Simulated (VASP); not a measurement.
Given:

```yaml
crystal:
  lattice:
    - [0.00000, 2.60000, 2.60000]
    - [2.60000, 0.00000, 2.60000]
    - [2.60000, 2.60000, 0.00000]
  atoms:
    - { symbol: Mg, position: [0.00000, 0.00000, 0.00000] }
    - { symbol: S, position: [0.50000, 0.50000, 0.50000] }
```

Method: eigenvalue-self-consistent GW0 on PBE orbitals, VASP's PBE PAW potentials (set 64) (plane waves; VASP 6.6.1). Numerical set-up: PREC = Normal, 500 eV cut-off, 4×4×4 Γ-centred mesh, Gaussian smearing of 0.010 eV, potentials Mg_sv_GW S_GW.

The mesh is coarse and the basis finite, so the quasiparticle values are not converged.

NBANDS = 160, ENCUTGW = 200 eV, NOMEGA = 64, 4 updates of the levels in G. The PBE levels (eV) are:

```csv
state,KS energy,filling
"k1 (0.00, 0.00, 0.00), band 5",-8.58,2
"k1 (0.00, 0.00, 0.00), band 6",4.10,2
"k1 (0.00, 0.00, 0.00), band 7",4.10,2
"k1 (0.00, 0.00, 0.00), band 8",4.10,2
"k1 (0.00, 0.00, 0.00), band 9",7.82,0
"k1 (0.00, 0.00, 0.00), band 10",12.00,0
"k1 (0.00, 0.00, 0.00), band 11",12.00,0
"k1 (0.00, 0.00, 0.00), band 12",12.00,0
"k2 (0.25, 0.00, 0.00), band 5",-8.02,2
"k2 (0.25, 0.00, 0.00), band 6",1.28,2
"k2 (0.25, 0.00, 0.00), band 7",3.77,2
"k2 (0.25, 0.00, 0.00), band 8",3.77,2
"k2 (0.25, 0.00, 0.00), band 9",9.05,0
"k2 (0.25, 0.00, 0.00), band 10",11.88,0
"k2 (0.25, 0.00, 0.00), band 11",11.88,0
"k2 (0.25, 0.00, 0.00), band 12",12.39,0
"k6 (-0.25, 0.25, 0.00), band 5",-7.34,2
"k6 (-0.25, 0.25, 0.00), band 6",0.39,2
"k6 (-0.25, 0.25, 0.00), band 7",1.76,2
"k6 (-0.25, 0.25, 0.00), band 8",3.46,2
"k6 (-0.25, 0.25, 0.00), band 9",9.76,0
"k6 (-0.25, 0.25, 0.00), band 10",11.68,0
"k6 (-0.25, 0.25, 0.00), band 11",11.96,0
"k6 (-0.25, 0.25, 0.00), band 12",12.03,0
```

Q: Give the quasiparticle energies and renormalisation factors Z.

A: 
```tsv
state	QP energy (eV)	Z
k1 (0.00, 0.00, 0.00), band 5	-10.10	0.72
k1 (0.00, 0.00, 0.00), band 6	2.84	0.78
k1 (0.00, 0.00, 0.00), band 7	2.84	0.78
k1 (0.00, 0.00, 0.00), band 8	2.84	0.78
k1 (0.00, 0.00, 0.00), band 9	8.36	0.80
k1 (0.00, 0.00, 0.00), band 10	12.64	0.80
k1 (0.00, 0.00, 0.00), band 11	12.64	0.80
k1 (0.00, 0.00, 0.00), band 12	12.64	0.80
k2 (0.25, 0.00, 0.00), band 5	-9.48	0.72
k2 (0.25, 0.00, 0.00), band 6	-0.15	0.76
k2 (0.25, 0.00, 0.00), band 7	2.49	0.77
k2 (0.25, 0.00, 0.00), band 8	2.49	0.77
k2 (0.25, 0.00, 0.00), band 9	9.58	0.80
k2 (0.25, 0.00, 0.00), band 10	12.61	0.79
k2 (0.25, 0.00, 0.00), band 11	12.61	0.79
k2 (0.25, 0.00, 0.00), band 12	13.08	0.78
k6 (-0.25, 0.25, 0.00), band 5	-8.72	0.71
k6 (-0.25, 0.25, 0.00), band 6	-1.12	0.76
k6 (-0.25, 0.25, 0.00), band 7	0.32	0.76
k6 (-0.25, 0.25, 0.00), band 8	2.15	0.77
k6 (-0.25, 0.25, 0.00), band 9	10.37	0.80
k6 (-0.25, 0.25, 0.00), band 10	12.42	0.78
k6 (-0.25, 0.25, 0.00), band 11	12.56	0.79
k6 (-0.25, 0.25, 0.00), band 12	12.83	0.78
```
On the mesh the gap opens from 2.76 to 4.56 eV.

The compound is MgS in the rock salt structure. The cell was not relaxed at this level. The k-mesh is coarse (spacing up to 0.52 per Å, 2π included), so the numbers may not be converged in it.
